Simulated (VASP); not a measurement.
# IrSeS (P4/nmm) in VASP: single point with r2SCAN

Aim: the single point of IrSeS with r2SCAN.

Program: VASP 6.6.1. These are calculated values, not measurements. Logs are shortened: lines on timing, memory, paths and dates and some standing lists are left out, and cuts for length are marked.

### Step 1. The crystal as given

The structure is tetragonal, space group P4/nmm (No. 129). Conventional cell: a = 3.977 Å, b = 3.977 Å, c = 6.950 Å, α = 90.00°, β = 90.00°, γ = 90.00°. Ir (site symmetry 4mm) is surrounded by 4 S at 2.39 Å. Se (site symmetry 4mm) is surrounded by 5 Ir at 3.06 to 3.11 Å and 4 S at 3.21 Å and 4 Se at 3.39 Å. Around S (site symmetry -4m2) lie 4 Ir at 2.39 Å.

The cell was built by a generator and needn't be a form met in nature.

### Step 2. Single point, r2SCAN

File POSCAR:

```
IrSeS
1.0
    3.9774827600      0.0000000000      0.0000000000
    0.0000000000      3.9774827600      0.0000000000
    0.0000000000      0.0000000000      6.9497039100
Ir Se S
2 2 2
Direct
    0.2500000000      0.2500000000      0.1895500000
    0.7500000000      0.7500000000      0.8104500000
    0.2500000000      0.2500000000      0.6367000000
    0.7500000000      0.7500000000      0.3633000000
    0.7500000000      0.2500000000      0.0000000000
    0.2500000000      0.7500000000      0.0000000000
```

File INCAR.step1:

```
PREC = Accurate ; ENCUT = 520
ISMEAR = -5 ; SIGMA = 0.0999
LREAL = F ; LASPH = T
NELM = 100 ; LMAXMIX = 4
NBANDS = 30 ; GGA = PE
ALGO = Normal ; EDIFF = 1E-4
LWAVE = T ; LCHARG = F
```

File INCAR.step2:

```
PREC = Accurate ; ENCUT = 520
EDIFF = 1E-7 ; ISMEAR = 1
SIGMA = 0.0999 ; LREAL = F
LASPH = T ; NELM = 100
ALGO = Normal ; ISIF = 2
LWAVE = F ; LCHARG = F
LMAXMIX = 4 ; METAGGA = R2SCAN
LMIXTAU = T ; LORBIT = 10
NBANDS = 30 ; ISTART = 1
```

File KPOINTS:

```
regular mesh
0
Gamma
  7 7 4
```

Potentials or basis: VASP PAW PBE potentials, release 64 (Ir, Se, S).

Run with:

```console
> cat potpaw_PBE.64/Ir/POTCAR potpaw_PBE.64/Se/POTCAR potpaw_PBE.64/S/POTCAR > POTCAR
> cp INCAR.step1 INCAR
> mpirun -np 1 vasp_std > vasp.out
> cp INCAR.step2 INCAR
> mpirun -np 1 vasp_std > vasp.out
```

OUTCAR:

```text
PREC = Accurate
   ENCUT = 520
   EDIFF = 1E-7
   ISMEAR = 1
   LREAL = F
   LASPH = T
   NELM = 100
   ISIF = 2
   METAGGA = R2SCAN
   LORBIT = 10
   ISTART = 1

 ion  position               nearest neighbor table
   1  0.250  0.250  0.190-   5 2.39   6 2.39   6 2.39   5 2.39   4 3.06   4 3.06   4 3.06   4 3.06

   2  0.750  0.750  0.810-   5 2.39   6 2.39   5 2.39   6 2.39   3 3.06   3 3.06   3 3.06   3 3.06

   3  0.250  0.250  0.637-   2 3.06   2 3.06   2 3.06   2 3.06
   4  0.750  0.750  0.363-   1 3.06   1 3.06   1 3.06   1 3.06
   5  0.750  0.250  0.000-   1 2.39   2 2.39   2 2.39   1 2.39
   6  0.250  0.750  0.000-   1 2.39   2 2.39   1 2.39   2 2.39

  LATTYP: Found a simple tetragonal cell.
 ALAT       =     3.9774827600
 C/A-ratio  =     1.7472618561

  Lattice vectors:

 A1 = (   3.9774827600,   0.0000000000,   0.0000000000)
 A2 = (   0.0000000000,   3.9774827600,   0.0000000000)
 A3 = (   0.0000000000,   0.0000000000,   6.9497039100)

Analysis of symmetry for initial positions (statically):
=====================================================================
 Subroutine PRICEL returns:
 Original cell was already a primitive cell.

 Routine SETGRP: Setting up the symmetry group for a
 simple tetragonal supercell.

 Subroutine GETGRP returns: Found 16 space group operations
 (whereof  4 operations were pure point group operations)
 out of a pool of 16 trial point group operations.

The static configuration has the point symmetry C_2h.
 The point group associated with its full space group is D_4h.

Analysis of symmetry for dynamics (positions and initial velocities):
=====================================================================
 Subroutine PRICEL returns:
 Original cell was already a primitive cell.

 Routine SETGRP: Setting up the symmetry group for a
 simple tetragonal supercell.

 Subroutine GETGRP returns: Found 16 space group operations
 (whereof  4 operations were pure point group operations)
 out of a pool of 16 trial point group operations.

The dynamic configuration has the point symmetry C_2h.
 The point group associated with its full space group is D_4h.

 Subroutine INISYM returns: Found 16 space group operations
 (whereof  4 operations are pure point group operations),
 and found     1 'primitive' translations

----------------------------------------------------------------------------------------

                                     Primitive cell

  volume of cell :     109.9469

  direct lattice vectors                    reciprocal lattice vectors
     3.977482760  0.000000000  0.000000000     0.251415295  0.000000000  0.000000000
     0.000000000  3.977482760  0.000000000     0.000000000  0.251415295  0.000000000
     0.000000000  0.000000000  6.949703910     0.000000000  0.000000000  0.143891022

  length of vectors
     3.977482760  3.977482760  6.949703910     0.251415295  0.251415295  0.143891022

  position of ions in fractional coordinates (direct lattice)
     0.250000000  0.250000000  0.189550000
     0.750000000  0.750000000  0.810450000
     0.250000000  0.250000000  0.636700000
     0.750000000  0.750000000  0.363300000
     0.750000000  0.250000000  0.000000000
     0.250000000  0.750000000  0.000000000

  ion indices of the primitive-cell ions
   primitive index   ion index
                 1           1
                 2           2
                 3           3
                 4           4
                 5           5
                 6           6

----------------------------------------------------------------------------------------

 KPOINTS: regular mesh

Automatic generation of k-mesh.
 Grid dimensions read from file:
 generate k-points for:    7    7    4

 Generating k-lattice:

  Cartesian coordinates                     Fractional coordinates (reciprocal lattice)
     0.035916471  0.000000000  0.000000000     0.142857143  0.000000000  0.000000000
     0.000000000  0.035916471  0.000000000     0.000000000  0.142857143  0.000000000
     0.000000000  0.000000000  0.035972756     0.000000000  0.000000000  0.250000000

  Length of vectors
     0.035916471  0.035916471  0.035972756

  Shift w.r.t. Gamma in fractional coordinates (k-lattice)
     0.000000000  0.000000000  0.000000000

 Subroutine IBZKPT returns following result:
 ===========================================

 Found     30 irreducible k-points:

 Following reciprocal coordinates:
            Coordinates               Weight
  0.000000  0.000000  0.000000      1.000000
  0.142857  0.000000  0.000000      4.000000
  0.285714  0.000000  0.000000      4.000000
  0.428571  0.000000  0.000000      4.000000
  0.142857  0.142857  0.000000      4.000000
  0.285714  0.142857  0.000000      8.000000
[... 16 lines left out ...]
  0.285714  0.000000  0.500000      4.000000
  0.428571  0.000000  0.500000      4.000000
 [... further k-points ...]
   k-points           NKPTS =     30   k-points in BZ     NKDIM =     30   number of bands    NBANDS=     30
   number of dos      NEDOS =    301   number of ions     NIONS =      6
   total plane-waves  NPLWV =  48600
   dimension x,y,z NGX =    30 NGY =   30 NGZ =   54
   dimension x,y,z NGXF=    60 NGYF=   60 NGZF=  108
   ions per type =               2   2   2
   NGX,Y,Z   is equivalent  to a cutoff of  12.54, 12.54, 12.92 a.u.
   NGXF,Y,Z  is equivalent  to a cutoff of  25.08, 25.08, 25.84 a.u.
 SYSTEM =  unknown system
   PREC   = accura    normal or accurate (medium, high low for compatibility)
   ISTART =      1    job   : 0-new  1-cont  2-samecut
   ICHARG =      0    charge: 1-file 2-atom 10-const
   ISPIN  =      1    spin polarized calculation?
   LNONCOLLINEAR =      F non collinear calculations
   LSORBIT =      F    spin-orbit coupling
   LASPH  =      T    aspherical Exc in radial PAW
   ENCUT  =  520.0 eV  38.22 Ry    6.18 a.u.   7.40  7.40 12.92*2*pi/ulx,y,z
   NELM   =    100;   NELMIN=  2; NELMDL=  0     # of ELM steps
   EDIFF  = 0.1E-06   stopping-criterion for ELM
   LREAL  =      F    real-space projection
   EDIFFG = 0.1E-05   stopping-criterion for IOM
   NSW    =      0    number of steps for IOM
   IBRION =     -1    ionic relax: 0-MD 1-quasi-New 2-CG
   NFREE  =      0    steps in history (QN), initial steepest desc. (CG)
   ISIF   =      2    stress and relaxation
   ISYM   =      2    0-nonsym 1-usesym 2-fastsym
   POTIM  = 0.5000    time-step for ionic-motion
   TEBEG  =    0.0;   TEEND  =   0.0 temperature during run
   PSTRESS=    0.0 pullay stress
   NELECT =      42.0000    total number of electrons
   NUPDOWN=      -1.0000    fix difference up-down
   EMIN   =  10.00;   EMAX   =-10.00  energy-range for DOS
   EFERMI =   0.00;   METHOD = LEGACY
   ISMEAR =     1;   SIGMA  =   0.10  broadening in eV -4-tet -1-fermi 0-gaus
   EFERMI_NEDOS =   21; number of points for ismear=-14 and -15
   IALGO  =     38    algorithm
   IMIX   =      4    mixing-type and parameters
     AMIX     =   0.40;   BMIX     =  1.00
     AMIX_MAG =   1.60;   BMIX_MAG =  1.00
  volume/ion in A,a.u.               =      18.32       123.66
  Fermi-wavevector in a.u.,A,eV,Ry     =   1.187856  2.244721 19.197831  1.411001
  Thomas-Fermi vector in A             =   2.323998
   LORBIT       =     10    0 simple, 1 ext, 2 COOP (PROOUT), +10 PAW based schemes
   METAGGA = R2SCAN    functional components
   LHFCALC =     F    Hartree Fock is set to
   AEXX    =    0.0000 exact exchange contribution
   IVDW    =     0    specifies the selected vdW correction
   LEPSILON=     F    determine dielectric tensor
   LRPA    =     F    only Hartree local field effects (RPA)
 non-spin polarized calculation
 Methfessel and Paxton  Order N= 1 SIGMA  =   0.10
  energy-cutoff  :      520.00
  volume of cell :      109.95
 maximum number of plane-waves:      3010
 NGX is ok and might be reduce to    30

 number of electron      42.0000006 magnetization

 Free energy of the ion-electron system (eV)
  ---------------------------------------------------
  ext. energy  EPLUGINS =         0.00000000
  ---------------------------------------------------
  free energy    TOTEN  =      -146.17370291 eV

  energy without entropy =     -146.17320481  energy(sigma->0) =     -146.17353687

 E-fermi :   6.4451     XC(G=0): -11.8251

 val. band max:        6.4320570685   @ k =   0.2857   0.1429   0.0000
 cond. band min:       6.4847082620   @ k =   0.2857   0.0000   0.5000
 fundamental gap:      0.0526511935
 Fermi energy:         6.4451013391

 k-point     1 :       0.0000    0.0000    0.0000
  band No.  band energies     occupation
      1     -11.0689      2.00000
      2      -7.3309      2.00000
      3      -7.3118      2.00000
      4      -6.5832      2.00000
      5      -1.6412      2.00000
      6      -1.6412      2.00000
[... 22 lines left out ...]
     29      12.8657      0.00000
     30      13.1417      0.00000

 k-point     2 :       0.1429    0.0000    0.0000
  band No.  band energies     occupation
      1     -10.9171      2.00000
      2      -7.5498      2.00000
      3      -7.2577      2.00000
      4      -6.5497      2.00000
      5      -1.5286      2.00000
      6      -1.4437      2.00000
[... 22 lines left out ...]
     29      13.0305      0.00000
     30      13.1343      0.00000

 k-point     3 :       0.2857    0.0000    0.0000
  band No.  band energies     occupation
      1     -10.4786      2.00000
      2      -8.1750      2.00000
      3      -7.0579      2.00000
      4      -6.5095      2.00000
      5      -1.1973      2.00000
      6      -1.0219      2.00000
[... 682 lines left out ...]
     29      12.9620      0.00000
     30      13.6984      0.00000

 k-point    24 :       0.4286    0.0000    0.5000
  band No.  band energies     occupation
      1      -9.7810      2.00000
      2      -8.9781      2.00000
      3      -6.9538      2.00000
      4      -6.5195      2.00000
      5      -0.6824      2.00000
      6      -0.6086      2.00000
[... 22 lines left out ...]
     29      13.1620      0.00000
     30      14.3054      0.00000

 [... further k-points ...]

------------------------ aborting loop because EDIFF is reached ----------------------------------------

  FORCE on cell =-STRESS in cart. coord.  units (eV):
  Direction    XX          YY          ZZ          XY          YZ          ZX
  --------------------------------------------------------------------------------------
  -------------------------------------------------------------------------------------
  Total       -0.4453609     -0.4453609     -2.8103769     -0.0000000      0.0000000     -0.0000000
  in kB       -6.4899260     -6.4899260    -40.9536149     -0.0000000      0.0000000     -0.0000000
  external PRESSURE =     -17.9778223 kB  Pullay stress =       0.0000000 kB

 VOLUME and BASIS-vectors are now :
 -----------------------------------------------------------------------------
  energy-cutoff  :      520.00
  volume of cell :      109.95
      direct lattice vectors                 reciprocal lattice vectors
     3.977482760  0.000000000  0.000000000     0.251415295  0.000000000  0.000000000
     0.000000000  3.977482760  0.000000000     0.000000000  0.251415295  0.000000000
     0.000000000  0.000000000  6.949703910     0.000000000  0.000000000  0.143891022

 POSITION                                       TOTAL-FORCE (eV/Angst)
 -----------------------------------------------------------------------------------
      0.99437      0.99437      1.31732         0.000000     -0.000000      1.008597
      2.98311      2.98311      5.63239        -0.000000      0.000000     -1.008597
      0.99437      0.99437      4.42488        -0.000000      0.000000     -0.355637
      2.98311      2.98311      2.52483         0.000000      0.000000      0.355637
      2.98311      0.99437      0.00000        -0.000000      0.000000     -0.000000
      0.99437      2.98311      0.00000        -0.000000      0.000000      0.000000
 -----------------------------------------------------------------------------------
    total drift:                                0.000000      0.000000     -0.000000

  FREE ENERGIE OF THE ION-ELECTRON SYSTEM (eV)
  ---------------------------------------------------
  free  energy   TOTEN  =      -146.1737029052 eV

  energy  without entropy=     -146.1732048086  energy(sigma->0) =     -146.17353687

 total charge

# of ion       s       p       d       tot
------------------------------------------
    1        0.555   0.514   7.081   8.149
    2        0.555   0.514   7.081   8.149
    3        1.519   2.141   0.031   3.691
    4        1.519   2.141   0.031   3.691
    5        1.417   2.151   0.000   3.568
    6        1.417   2.151   0.000   3.568
--------------------------------------------------
tot          6.983   9.610  14.225  30.818
```

It took 5.1 min on 1 thread of Intel Xeon Platinum 8488C (Sapphire Rapids), shared host; peak memory 0.28 GiB.

Results:

* Free energy: -146.1737 eV
* Pressure: -1.8 GPa
* Largest force: 1.009 eV/Å
* Band gap on the k mesh: none (metal or under the smearing width)
* Valence electrons inside the program's atomic spheres: Ir 8.15; Se 3.69; S 3.57

Forces on the atoms (eV/Å):
```
Ir   0.000  0.000  1.009
Ir   0.000  0.000 -1.009
Se   0.000  0.000 -0.356
Se   0.000  0.000  0.356
S    0.000  0.000  0.000
S    0.000  0.000  0.000
```

Caveat: the PAW data sets were made with another functional, which shifts forces and pressure a little.
